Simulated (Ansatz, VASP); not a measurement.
## Cross-check of In3Sb3H8 (InSb wire along [110], 6 atoms a period, H-terminated) between VASP and Ansatz

One calculation is typed for both programs; each brings its own data sets. How far apart do they land? The cell is taken from a series of runs on this material, whose earlier steps may have relaxed, scaled, displaced or heated it; both programs get it as it stands.

Program: Ansatz 0.2.0. Level of theory: plane waves, with VASP 6.6.1 beside it; single point at HSE06. Results are calculated unless marked as measured.

### 1. The starting structure

The cell holds 14 atoms: 3 Sb, 3 In and 8 H. Its edges and angles: a = 13.811 Å, b = 14.395 Å, c = 4.790 Å, α = 90.0°, β = 90.0°, γ = 90.0°. Vacuum lies along a and b. The structure's axis is c.

Coordinates:

```xyz
14
Lattice="13.8110 0.0000 0.0000 0.0000 14.3950 0.0000 0.0000 0.0000 4.7900" Properties=species:S:1:pos:R:3
Sb    4.7045    7.1975    0.0000
Sb    7.6376    9.3556    2.3950
Sb    7.6376    5.0394    2.3950
In    6.0849    9.7724    0.0000
In    6.0849    4.6226    0.0000
In    9.6241    7.1975    2.3950
H    10.3357    7.1975    0.8166
H     3.5481    7.1975    1.2625
H     8.5517   10.8077    2.3950
H     8.5517    3.5873    2.3950
H     3.5481    7.1975    3.5275
H    10.3357    7.1975    3.9734
H     4.9539   11.0942    0.0000
H     4.9539    3.3008    0.0000
```

### 2. VASP: single point, HSE06

With cell and atoms fixed, the geometry can't cause a difference; cores, projectors, grids and the points listed under the comparison can.

Lines of VASP's logs that name or quote its potential files are left out, and so is its time.

The run reads the wave functions of an earlier VASP run, which isn't shown here.

Contents of INCAR:

```
SYSTEM = In3Sb3H8
PREC = Accurate
ENCUT = 400
EDIFF = 1E-06
NELM = 100
ISMEAR = -1
SIGMA = 0.05
LREAL = .FALSE.
ALGO = Normal
LHFCALC = .TRUE.
AEXX = 0.25
GGA = PE
HFSCREEN = 0.208
LASPH = .TRUE.
NBANDS = 45
PRECFOCK = Fast
LORBIT = 11
LWAVE = .FALSE.
LCHARG = .FALSE.
ISIF = 2
```

Contents of POSCAR:

```
In3Sb3H8
1.0
   13.8110000000      0.0000000000      0.0000000000
    0.0000000000     14.3950000000      0.0000000000
    0.0000000000      0.0000000000      4.7899712618
Sb In H
3 3 8
Direct
    0.3406307140      0.5000000000      0.0000000000
    0.5530106090      0.6499180070      0.5000000000
    0.5530106090      0.3500819930      0.5000000000
    0.4405805880      0.6788769440      0.0000000000
    0.4405805880      0.3211230560      0.0000000000
    0.6968466180      0.5000000000      0.5000000000
    0.7483699840      0.5000000000      0.1704731800
    0.2569039360      0.5000000000      0.2635734580
    0.6191975690      0.7507961880      0.5000000000
    0.6191975690      0.2492038120      0.5000000000
    0.2569039360      0.5000000000      0.7364265420
    0.7483699840      0.5000000000      0.8295268200
    0.3586943270      0.7706970520      0.0000000000
    0.3586943270      0.2293029480      0.0000000000
```

Contents of KPOINTS:

```
Automatic mesh
0
Gamma
1 1 7
0 0 0
```

Potentials, in the order of the species: Sb, In_d and H (PBE family, release 64).

Run with:

```console
> export OMP_NUM_THREADS=3
> mpirun -np 1 vasp_std
```

Numbers of over 12 decimals in the logs are rounded to 6 here.

Log:

```text
[banner, memory and clock lines left out]
running    1 mpi-ranks, on    1 nodes
 distrk:  each k-point on    1 cores,    1 groups
 distr:  one band on    1 cores,    1 groups
 Offloading initialized ...    1 GPUs detected
 POSCAR found type information on POSCAR SbInH
 POSCAR found :  3 types and      14 ions
 LDA part: xc-table for (Slater+PW92), standard interpolation
 found WAVECAR, reading the header
 POSCAR, INCAR and KPOINTS ok, starting setup
 FFT: planning ... GRIDC
 FFT: planning ... GRID_SOFT
 FFT: planning ... GRID
 reading WAVECAR
 the WAVECAR file was read successfully
 initial charge from wavefunction
 entering main loop
       N       E                     dE             d eps       ncg     rms          rms(c)
DAV:   1    -0.523279908935E+02   -0.52328E+02   -0.65095E+00   433   0.119E+01    0.311E+01
DAV:   2    -0.523888848967E+02   -0.60894E-01   -0.31570E-01   512   0.247E+00    0.217E+01
DAV:   3    -0.523872492762E+02    0.16356E-02   -0.14806E-02   552   0.772E-01    0.140E+01
DAV:   4    -0.523856484345E+02    0.16008E-02   -0.14242E-03   536   0.244E-01    0.847E+00
DAV:   5    -0.523851485727E+02    0.49986E-03   -0.53368E-04   464   0.116E-01    0.507E+00
DAV:   6    -0.523850088648E+02    0.13971E-03   -0.13653E-04   504   0.612E-02    0.302E+00
DAV:   7    -0.523849715344E+02    0.37330E-04   -0.31383E-05   448   0.300E-02    0.180E+00
DAV:   8    -0.523849711348E+02    0.39952E-06   -0.11122E-05   424   0.176E-02    0.107E+00
DAV:   9    -0.523849818472E+02   -0.10712E-04   -0.47510E-06   392   0.102E-02    0.632E-01
DAV:  10    -0.523849957471E+02   -0.13900E-04   -0.21139E-06   360   0.658E-03    0.374E-01
DAV:  11    -0.523850093948E+02   -0.13648E-04   -0.10073E-06   315   0.496E-03    0.221E-01
DAV:  12    -0.523850218985E+02   -0.12504E-04   -0.67058E-07   336   0.374E-03    0.130E-01
DAV:  13    -0.523850331481E+02   -0.11250E-04   -0.44188E-07   310   0.307E-03    0.767E-02
DAV:  14    -0.523850432585E+02   -0.10110E-04   -0.32063E-07   336   0.243E-03    0.448E-02
[...]
DAV:  29    -0.523851194036E+02   -0.21374E-05   -0.10667E-08   315   0.256E-04    0.473E-04
DAV:  30    -0.523851213064E+02   -0.19028E-05   -0.83902E-09   312   0.234E-04    0.431E-04
DAV:  31    -0.523851230019E+02   -0.16955E-05   -0.74403E-09   307   0.210E-04    0.393E-04
DAV:  32    -0.523851245127E+02   -0.15108E-05   -0.60331E-09   304   0.195E-04    0.360E-04
DAV:  33    -0.523851258615E+02   -0.13488E-05   -0.53986E-09   307   0.178E-04    0.330E-04
DAV:  34    -0.523851270658E+02   -0.12044E-05   -0.44271E-09   304   0.166E-04    0.302E-04
DAV:  35    -0.523851281420E+02   -0.10762E-05   -0.39706E-09   307   0.152E-04    0.277E-04
DAV:  36    -0.523851291038E+02   -0.96173E-06   -0.32974E-09   304   0.143E-04
   1 F= -.52385129E+02 E0= -.52385129E+02  d E =-.779282E-10
```

OUTCAR, selected parts (step 2):

```text
ion  position               nearest neighbor table
   1  0.341  0.500  0.000-   8 1.71  11 1.71   4 2.92   5 2.92
   2  0.553  0.650  0.500-   9 1.72   4 2.88   4 2.88   6 2.93
   3  0.553  0.350  0.500-  10 1.72   5 2.88   5 2.88   6 2.93
   4  0.441  0.679  0.000-  13 1.74   2 2.88   2 2.88   1 2.92
   5  0.441  0.321  0.000-  14 1.74   3 2.88   3 2.88   1 2.92
   6  0.697  0.500  0.500-   7 1.73  12 1.73   2 2.93   3 2.93
   7  0.748  0.500  0.170-   6 1.73
   8  0.257  0.500  0.264-   1 1.71
   9  0.619  0.751  0.500-   2 1.72
  10  0.619  0.249  0.500-   3 1.72
  11  0.257  0.500  0.736-   1 1.71
  12  0.748  0.500  0.830-   6 1.73
  13  0.359  0.771  0.000-   4 1.74
  14  0.359  0.229  0.000-   5 1.74

  LATTYP: Found a simple orthorhombic cell.
 ALAT       =     4.7899712618
 B/A-ratio  =     2.8833158374
 C/A-ratio  =     3.0052372370

 Subroutine GETGRP returns: Found  4 space group operations
 (whereof  4 operations were pure point group operations)

The static configuration has the point symmetry C_2v.

 Found      4 irreducible k-points:

   k-points           NKPTS =      4   k-points in BZ     NKDIM =      7   number of bands    NBANDS=     45

   dimension x,y,z NGX =    90 NGY =   96 NGZ =   32
   dimension x,y,z NGXF=   180 NGYF=  192 NGZF=   64

   ENCUT  =  400.0 eV  29.40 Ry    5.42 a.u.  22.52 23.47  7.81*2*pi/ulx,y,z

   NELECT =      62.0000    total number of electrons

 k-points in reciprocal lattice and weights: Automatic mesh
   0.00000000  0.00000000  0.00000000       0.143
   0.00000000  0.00000000  0.14285714       0.286
   0.00000000  0.00000000  0.28571429       0.286
   0.00000000  0.00000000  0.42857143       0.286

  exchange ACFDT corr.  =         0.00000000  see jH, gK, PRB 81, 115126

 average (electrostatic) potential at core
       1 -91.2536       2 -90.8131       3 -90.8131       4 -97.3744       5 -97.3744
       6 -96.7728       7 -34.0880       8 -35.9143       9 -35.5545      10 -35.5545
      11 -35.9143      12 -34.0880      13 -34.3331      14 -34.3331

 E-fermi :  -2.3502

 k-point     1 :       0.0000    0.0000    0.0000
  band No.  band energies     occupation
    ...
     27      -4.5567      2.00000
     28      -4.3666      2.00000
     29      -4.2113      2.00000
     30      -3.8935      2.00000
     31      -3.4593      2.00000
     32      -0.9931      0.00000
     33      -0.9225      0.00000
     34       0.0479      0.00000
     35       0.5046      0.00000
     36       0.7205      0.00000
    ...

 k-point     2 :       0.0000    0.0000    0.1429
  band No.  band energies     occupation
    ...
     27      -4.8278      2.00000
     28      -4.5283      2.00000
     29      -4.3868      2.00000
     30      -4.2472      2.00000
     31      -3.8912      2.00000
     32      -0.1209      0.00000
     33      -0.0963      0.00000
     34       0.2728      0.00000
     35       0.5072      0.00000
     36       0.9484      0.00000
    ...

 k-point     3 :       0.0000    0.0000    0.2857
  band No.  band energies     occupation
    ...
     27      -5.3016      2.00000
     28      -5.0893      2.00000
     29      -4.5945      2.00000
     30      -4.3631      2.00000
     31      -4.1065      2.00000
     32       0.0745      0.00000
     33       0.4588      0.00000
     34       0.7639      0.00000
     35       0.9171      0.00000
     36       0.9499      0.00000
    ...

  Total       -2.7292175     -2.6144503     -2.7719294      0.0000000      0.0000000      0.0000000
  in kB       -4.5917583     -4.3986689     -4.6636189      0.0000000      0.0000000      0.0000000
  external PRESSURE =      -4.5513487 kB  Pullay stress =       0.0000000 kB

  energy-cutoff  :      400.00
  volume of cell :      952.29
      direct lattice vectors                 reciprocal lattice vectors
    13.811000000  0.000000000  0.000000000     0.072406053  0.000000000  0.000000000
     0.000000000 14.395000000  0.000000000     0.000000000  0.069468565  0.000000000
     0.000000000  0.000000000  4.789971262     0.000000000  0.000000000  0.208769520

 POSITION                                       TOTAL-FORCE (eV/Angst)
 -----------------------------------------------------------------------------------
      4.70445      7.19750      0.00000        -0.220801      0.000000     -0.000000
      7.63763      9.35557      2.39499         0.013683      0.188888     -0.000000
      7.63763      5.03943      2.39499         0.013683     -0.188888     -0.000000
      6.08486      9.77243      0.00000         0.011801     -0.086873     -0.000000
      6.08486      4.62257      0.00000         0.011801      0.086873     -0.000000
      9.62415      7.19750      2.39499        -0.035399      0.000000     -0.000000
     10.33574      7.19750      0.81656        -0.081200      0.000000      0.263573
      3.54810      7.19750      1.26251         0.187677      0.000000     -0.180856
      8.55174     10.80771      2.39499        -0.125057     -0.212785     -0.000000
      8.55174      3.58729      2.39499        -0.125057      0.212785     -0.000000
      3.54810      7.19750      3.52746         0.187677      0.000000      0.180856
     10.33574      7.19750      3.97341        -0.081200      0.000000     -0.263573
      4.95393     11.09418      0.00000         0.121195     -0.129469     -0.000000
      4.95393      3.30082      0.00000         0.121195      0.129469      0.000000
 -----------------------------------------------------------------------------------
    total drift:                               -0.010353     -0.000000      0.000004

  FREE ENERGIE OF THE ION-ELECTRON SYSTEM (eV)
  ---------------------------------------------------
  free  energy   TOTEN  =       -52.3851291038 eV

  energy  without entropy=      -52.3851291037  energy(sigma->0) =      -52.38512910

 total charge
# of ion       s       p       d       tot
------------------------------------------
    1        1.130   1.563   0.045   2.738
    2        1.134   1.534   0.031   2.699
    3        1.134   1.534   0.031   2.699
    4        0.870   0.739   9.878  11.486
    5        0.870   0.739   9.878  11.486
    6        0.908   0.804   9.880  11.592
    7        0.509   0.010   0.000   0.519
    8        0.513   0.011   0.000   0.524
    9        0.510   0.011   0.000   0.520
   10        0.510   0.011   0.000   0.520
   11        0.513   0.011   0.000   0.524
   12        0.509   0.010   0.000   0.519
   13        0.507   0.007   0.000   0.514
   14        0.507   0.007   0.000   0.514
--------------------------------------------------
tot         10.125   6.989  29.741  46.855

[... 1 further part left out ...]
```

(Part 1 of 2 ends here.)

[Lines on the potential files, build, host, timing and source positions are cut from VASP's logs without a mark.]

[Logs are printed without paths, hosts, clocks, repeated set-up lines and the standing remarks that a program may print on its own settings, such as how far it seeks lower states.]

[Hosts, paths, dates, database ids (printed as entryN), source tags and the programs' standing remarks are cut or masked in the printed files.]
